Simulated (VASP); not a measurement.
Method: HSE06 screened hybrid, VASP's PBE PAW potentials (set 64) (plane waves; VASP).

The input files of a VASP run:

**KPOINTS**
```
K-points
0
gamma
  1 1 1
```

**INCAR**
```
! general
SYSTEM   = SnC63
PREC     = Normal
ENCUT    = 400
LREAL    = Auto
LASPH    = .TRUE.
ISYM     = 0
NELECT   = 255.0

! electronic loop
EDIFF    = 1E-5
NELM     = 50
NELMIN   = 4
ALGO     = Normal
LMAXMIX  = 4

! smearing
ISMEAR   = 0
SIGMA    = 0.05

! functional
GGA      = PE
LHFCALC  = .TRUE.
AEXX     = 0.25
HFSCREEN = 0.2
PRECFOCK = Fast

! spin
ISPIN    = 2
MAGMOM   = 64*0.0156
NUPDOWN  = 1

! ions
ISIF     = 0

! output
LWAVE    = .FALSE.
LCHARG   = .FALSE.
LORBIT   = 10
```

File POSCAR:
```
SnC63
1
    7.1465551590     0.0000000000     0.0000000000
    0.0000000000     7.1465551590     0.0000000000
    0.0000000000     0.0000000000     7.1465551590
C Sn
63 1
Direct
  0.4993193964   0.0000944455   0.0001518644
  0.6259810580   0.1199400601   0.1200620853
  0.7504062277   0.2492506019   0.9987335840
  0.8797226931   0.3736681216   0.1200479350
  0.7503826135   0.9986048657   0.2493710542
  0.8797049412   0.1199536795   0.3737896630
  0.9998718029   0.9997456242   0.9998670843
  0.1256747765   0.1245239455   0.1246297968
  0.2494413754   0.2490250852   0.0011631643
  0.3750840600   0.3749873952   0.1232301902
  0.4998478398   0.4997998521   0.9998736214
  0.6246514721   0.6245582603   0.1232012120
  0.7506254826   0.7502197126   0.0011518370
  0.8751148710   0.8739558713   0.1246370003
  0.2494088774   0.0010739645   0.2491288594
  0.3750942129   0.1231079083   0.3751116690
  0.5021266599   0.2441785480   0.2443204593
  0.6545308008   0.3451569544   0.3452854628
  0.7554929305   0.4975491632   0.2442893237
  0.8765491389   0.6245564972   0.3751394005
  0.4998444708   0.9997466502   0.4999173133
  0.6246771593   0.1231028078   0.6246629635
  0.7554905558   0.2441879618   0.4976883135
  0.8765657541   0.3749954056   0.6247077569
  0.7506347634   0.0010463151   0.7503240856
  0.8751448528   0.1245167946   0.8740700505
  0.9995786947   0.5003197814   0.0001747757
  0.1206276768   0.6237582220   0.1196582055
  0.2492020644   0.7504425322   0.9985666636
  0.3758764271   0.8790211220   0.1196430791
  0.0010480886   0.2492721607   0.2493872939
  0.1241465291   0.3748042007   0.3749071681
  0.2420180686   0.5038565069   0.2422681777
  0.3480553128   0.6515939970   0.3451060028
  0.4957838108   0.7576706919   0.2422195405
  0.6248560224   0.8755098623   0.3748871460
  0.9995957378   0.0001024112   0.5004299475
  0.1207028568   0.1195961216   0.6238469916
  0.2420829192   0.2422029789   0.5039484618
  0.3481884140   0.3451408130   0.6516385621
  0.6545917845   0.6515577219   0.6517134961
  0.7574723621   0.7576287145   0.5039636368
  0.8800838665   0.8789913680   0.6238403519
  0.2492506050   0.9984975987   0.7505130930
  0.3759314488   0.1196065255   0.8790677903
  0.4958589149   0.2422130658   0.7577092247
  0.6249011353   0.3747944813   0.8756521429
  0.7574952620   0.5038440839   0.7577529363
  0.8801052828   0.6237510383   0.8790839881
  0.9985893453   0.7502341591   0.2491511345
  0.1214919474   0.8781628409   0.3740104593
  0.9999258787   0.4998228955   0.4999543166
  0.1243534345   0.6242094151   0.6243348820
  0.2430652939   0.7566126589   0.4971245076
  0.3754586908   0.8753535966   0.6243195565
  0.9986484673   0.2490409337   0.7503586059
  0.1215358683   0.3739017498   0.8782690737
  0.2431009518   0.4970302139   0.7567246587
  0.3754410714   0.6242182249   0.8754844797
  0.5026161385   0.7565931705   0.7567400518
  0.6257371699   0.8781599621   0.8782583546
  0.0011989217   0.7504412937   0.7505092263
  0.1258122832   0.8738482920   0.8739106757
  0.4989194655   0.5007761021   0.5007835909
```

POTCAR, in this order: C Sn (PBE.64 set). Program: vasp_gam. Read from the step before: WAVECAR.

Output of the run:

### OUTCAR
```
 ion  position               nearest neighbor table
   1  0.499  0.000  0.000-  45 1.50  30 1.50   2 1.51  61 1.53
   2  0.626  0.120  0.120-   1 1.51  17 1.54   5 1.55   3 1.55
   3  0.750  0.249  0.999-  26 1.54  47 1.54   4 1.55   2 1.55
   4  0.880  0.374  0.120-  27 1.51  19 1.54   3 1.55  31 1.55
   5  0.750  0.999  0.249-  14 1.54  36 1.54   2 1.55   6 1.55
   6  0.880  0.120  0.374-  37 1.51  23 1.54  31 1.55   5 1.55
   7  1.000  1.000  1.000-  26 1.55  14 1.55   8 1.55  63 1.56
   8  0.126  0.125  0.125-  15 1.53   9 1.53  31 1.54   7 1.55
   9  0.249  0.249  0.001-   8 1.53  10 1.54  57 1.55  45 1.56
  10  0.375  0.375  0.123-  11 1.54   9 1.54  17 1.56  33 1.57
  11  0.500  0.500  1.000-  12 1.54  10 1.54  59 1.54  47 1.54
  12  0.625  0.625  0.123-  11 1.54  13 1.54  19 1.56  35 1.57
  13  0.751  0.750  0.001-  14 1.53  12 1.54  61 1.55  49 1.56
  14  0.875  0.874  0.125-  50 1.53  13 1.53   5 1.54   7 1.55
  15  0.249  0.001  0.249-   8 1.53  16 1.54  51 1.55  30 1.56
  16  0.375  0.123  0.375-  21 1.54  15 1.54  17 1.56  39 1.57
  17  0.502  0.244  0.244-  18 1.49   2 1.54  16 1.56  10 1.56  64 2.59
  18  0.655  0.345  0.345-  23 1.49  19 1.49  17 1.49  64 1.93
  19  0.755  0.498  0.244-  18 1.49   4 1.54  20 1.56  12 1.56  64 2.59
  20  0.877  0.625  0.375-  52 1.54  50 1.54  19 1.56  42 1.57
  21  0.500  1.000  0.500-  16 1.54  22 1.54  55 1.54  36 1.54
  22  0.625  0.123  0.625-  21 1.54  25 1.54  23 1.56  46 1.57
  23  0.755  0.244  0.498-  18 1.49   6 1.54  22 1.56  24 1.56  64 2.59
  24  0.877  0.375  0.625-  52 1.54  56 1.54  23 1.56  48 1.57
  25  0.751  0.001  0.750-  26 1.53  22 1.54  61 1.55  43 1.56
  26  0.875  0.125  0.874-  25 1.53  56 1.53   3 1.54   7 1.55
  27  1.000  0.500  0.000-  28 1.50  49 1.50   4 1.51  57 1.53
  28  0.121  0.624  0.120-  33 1.50  27 1.50  29 1.55  50 1.56
  29  0.249  0.750  0.999-  63 1.53  59 1.55  30 1.55  28 1.55
  30  0.376  0.879  0.120-  35 1.50   1 1.50  29 1.55  15 1.56
  31  0.001  0.249  0.249-   8 1.54  32 1.54   4 1.55   6 1.55
  32  0.124  0.375  0.375-  31 1.54  52 1.54  33 1.57  39 1.57
  33  0.242  0.504  0.242-  34 1.49  28 1.50  32 1.57  10 1.57  64 2.60
  34  0.348  0.652  0.345-  33 1.49  35 1.49  54 1.52  64 1.89
  35  0.496  0.758  0.242-  34 1.49  30 1.50  36 1.57  12 1.57  64 2.60
  36  0.625  0.876  0.375-   5 1.54  21 1.54  42 1.57  35 1.57
  37  1.000  0.000  0.500-  38 1.50  43 1.50   6 1.51  51 1.53
  38  0.121  0.120  0.624-  39 1.50  37 1.50  44 1.55  56 1.56
  39  0.242  0.242  0.504-  40 1.49  38 1.50  32 1.57  16 1.57  64 2.60
...
```

**OSZICAR**
```
       N       E                     dE             d eps       ncg     rms          rms(c)
DAV:   1    -0.662074612956E+03   -0.66207E+03   -0.85242E+00   640   0.812E+00    0.407E+00
DAV:   2    -0.662101463081E+03   -0.26850E-01   -0.14050E-01   736   0.913E-01    0.249E+00
DAV:   3    -0.662084787562E+03    0.16676E-01   -0.16633E-02   736   0.351E-01    0.137E+00
DAV:   4    -0.662079968543E+03    0.48190E-02   -0.51465E-03   720   0.195E-01    0.725E-01
DAV:   5    -0.662078566593E+03    0.14020E-02   -0.10281E-03   744   0.873E-02    0.394E-01
DAV:   6    -0.662078128222E+03    0.43837E-03   -0.24771E-04   728   0.444E-02    0.214E-01
DAV:   7    -0.662077994730E+03    0.13349E-03   -0.73932E-05   720   0.246E-02    0.116E-01
DAV:   8    -0.662077954571E+03    0.40159E-04   -0.18919E-05   520   0.128E-02    0.645E-02
DAV:   9    -0.662077942864E+03    0.11707E-04   -0.73831E-06   424   0.857E-03    0.343E-02
DAV:  10    -0.662077939844E+03    0.30198E-05   -0.21608E-06   408   0.442E-03
   1 F= -.66207794E+03 E0= -.66207794E+03  d E =-.542013E-11  mag=     1.0000
```

File OUTCAR:
```
------------------------ aborting loop because EDIFF is reached ----------------------------------------
  volume of cell :      365.00
      direct lattice vectors                 reciprocal lattice vectors
     7.146555159  0.000000000  0.000000000     0.139927556  0.000000000  0.000000000
     0.000000000  7.146555159  0.000000000     0.000000000  0.139927556  0.000000000
     0.000000000  0.000000000  7.146555159     0.000000000  0.000000000  0.139927556
 POSITION                                       TOTAL-FORCE (eV/Angst)
 -----------------------------------------------------------------------------------
      3.56841      0.00067      0.00109        -0.003823     -0.012212     -0.008584
      4.47361      0.85716      0.85803         0.043559      0.027543      0.025150
      5.36282      1.78128      7.13750         0.015069     -0.015646     -0.012723
      6.28699      2.67044      0.85793        -0.029001     -0.042015      0.029184
      5.36265      7.13658      1.78214         0.016518     -0.009949     -0.015132
      6.28686      0.85726      2.67131        -0.024388      0.026626     -0.045655
      7.14564      7.14474      7.14561         0.026084     -0.021735     -0.024093
      0.89814      0.88992      0.89067        -0.014818      0.021531      0.019717
      1.78265      1.77967      0.00831         0.017859     -0.025073     -0.028694
      2.68056      2.67987      0.88067        -0.011850      0.039045     -0.002035
      3.57219      3.57185      7.14565         0.017392     -0.019513     -0.019999
      4.46411      4.46344      0.88046        -0.036338      0.018063      0.001333
      5.36439      5.36149      0.00823         0.025817     -0.016842     -0.026309
      6.25406      6.24577      0.89073        -0.017651      0.019409      0.019301
      1.78241      0.00768      1.78041         0.022307     -0.031421     -0.025093
      2.68063      0.87980      2.68076        -0.013384     -0.000726      0.036537
      3.58848      1.74504      1.74605        -0.052995      0.050775      0.048614
      4.67764      2.46668      2.46760         0.016153     -0.017016     -0.020523
      5.39917      3.55576      1.74583        -0.053935      0.048815      0.053527
      6.26431      4.46343      2.68095         0.000330      0.019301      0.032395
      3.57217      7.14474      3.57269         0.019764     -0.021173     -0.020017
      4.46429      0.87976      4.46419        -0.038553      0.000935      0.017167
      5.39915      1.74510      3.55676        -0.052379      0.049795      0.047786
      6.26443      2.67993      4.46451        -0.000650      0.039376      0.012968
      5.36445      0.00748      5.36223         0.025957     -0.025724     -0.016777
      6.25427      0.88987      6.24659        -0.019761      0.021232      0.019417
      7.14354      3.57556      0.00125         0.014201      0.003891     -0.012723
      0.86207      4.45772      0.85514         0.009821     -0.000101      0.045430
      1.78094      5.36308      7.13631         0.019424     -0.021682     -0.014940
      2.68622      6.28197      0.85504         0.000334     -0.000600      0.039862
      0.00749      1.78144      1.78226         0.010800     -0.017588     -0.018802
      0.88722      2.67856      2.67929        -0.011456      0.027582      0.026846
      1.72960      3.60084      1.73138        -0.010618      0.001071     -0.040768
      2.48740      4.65665      2.46632         0.258469     -0.249533      0.215944
      3.54315      5.41474      1.73104         0.002102     -0.004940     -0.027949
      4.46557      6.25688      2.67915        -0.027094      0.017216      0.026974
      7.14367      0.00073      3.57635         0.008163     -0.015501      0.004868
      0.86261      0.85470      4.45836         0.002251      0.041340      0.002548
      1.73006      1.73092      3.60150        -0.011809     -0.038123      0.003916
      2.48835      2.46657      4.65697         0.229847      0.192178     -0.239748
      4.67808      4.65639      4.65751        -0.212648     -0.251045     -0.259482
      5.41332      5.41444      3.60160         0.037857      0.002474      0.001356
      6.28957      6.28176      4.45831        -0.036029      0.001498      0.002932
      1.78128      7.13582      5.36358         0.016809     -0.017156     -0.018671
      2.68661      0.85477      6.28231        -0.003149      0.039494     -0.002310
      3.54368      1.73099      5.41501        -0.002225     -0.041580      0.011657
      4.46589      2.67849      6.25790        -0.030179      0.027044      0.008805
      5.41348      3.60075      5.41532         0.038392      0.002067      0.006015
      6.28972      4.45767      6.28242        -0.041952      0.002022     -0.000632
      7.13647      5.36159      1.78057         0.027585     -0.020932     -0.026836
      0.86825      6.27584      2.67289        -0.002935      0.008262      0.032693
      7.14603      3.57201      3.57295         0.017973     -0.021949     -0.021750
      0.88870      4.46095      4.46184        -0.026297      0.020444      0.013321
      1.73708      5.40717      3.55273         0.000688     -0.003732     -0.013961
      2.68324      6.25576      4.46173        -0.017262      0.019893      0.016448
      7.13690      1.77978      5.36248         0.023008     -0.029569     -0.022935
      0.86856      2.67211      6.27660        -0.006510      0.036616      0.005594
      1.73733      3.55205      5.40797        -0.002353     -0.014684     -0.002417
      2.68311      4.46101      6.25670        -0.013733      0.015807      0.018216
      3.59197      5.40703      5.40808         0.017148     -0.000652     -0.007324
      4.47187      6.27582      6.27652        -0.028454      0.005753      0.006449
      0.00857      5.36307      5.36356         0.016086     -0.023428     -0.015569
      0.89912      6.24501      6.24545        -0.025692      0.029986      0.032747
      3.56556      3.57882      3.57888        -0.117846      0.154755      0.126736
 -----------------------------------------------------------------------------------
    total drift:                               -0.000650      0.040248      0.023976
  FREE ENERGIE OF THE ION-ELECTRON SYSTEM (eV)
  ---------------------------------------------------
  free  energy   TOTEN  =      -662.0779398443 eV

  energy  without entropy=     -662.0779398443  energy(sigma->0) =     -662.07793984

  exchange ACFDT corr.  =         0.00000000  see jH, gK, PRB 81, 115126

 total charge

# of ion       s       p       d       tot
------------------------------------------
    1        0.844   1.815   0.000   2.659
    2        0.839   1.756   0.000   2.595
    3        0.830   1.748   0.000   2.578
    4        0.839   1.756   0.000   2.595
    5        0.830   1.748   0.000   2.578
    6        0.839   1.756   0.000   2.595
    7        0.828   1.739   0.000   2.567
    8        0.832   1.757   0.000   2.589
    9        0.830   1.747   0.000   2.577
   10        0.827   1.734   0.000   2.561
   11        0.830   1.757   0.000   2.587
   12        0.827   1.734   0.000   2.561
   13        0.830   1.747   0.000   2.577
   14        0.832   1.757   0.000   2.589
   15        0.830   1.747   0.000   2.577
   16        0.827   1.734   0.000   2.561
   17        0.832   1.751   0.000   2.583
   18        0.857   1.853   0.000   2.710
   19        0.832   1.751   0.000   2.583
   20        0.827   1.734   0.000   2.561
   21        0.830   1.757   0.000   2.587
   22        0.827   1.734   0.000   2.561
   23        0.832   1.751   0.000   2.583
   24        0.827   1.734   0.000   2.561
...
```
(Selected blocks of OUTCAR.)

The cell is charged, with a uniform compensating background. The supercell is sampled at Γ alone, which is coarse: total energies, pressure and levels can be off, energies of defects by several tenths of an eV.

The cell is a supercell with a defect, built from C (diamond): Sn_C, charge +1. The cell's shape comes from a PBE relaxation.
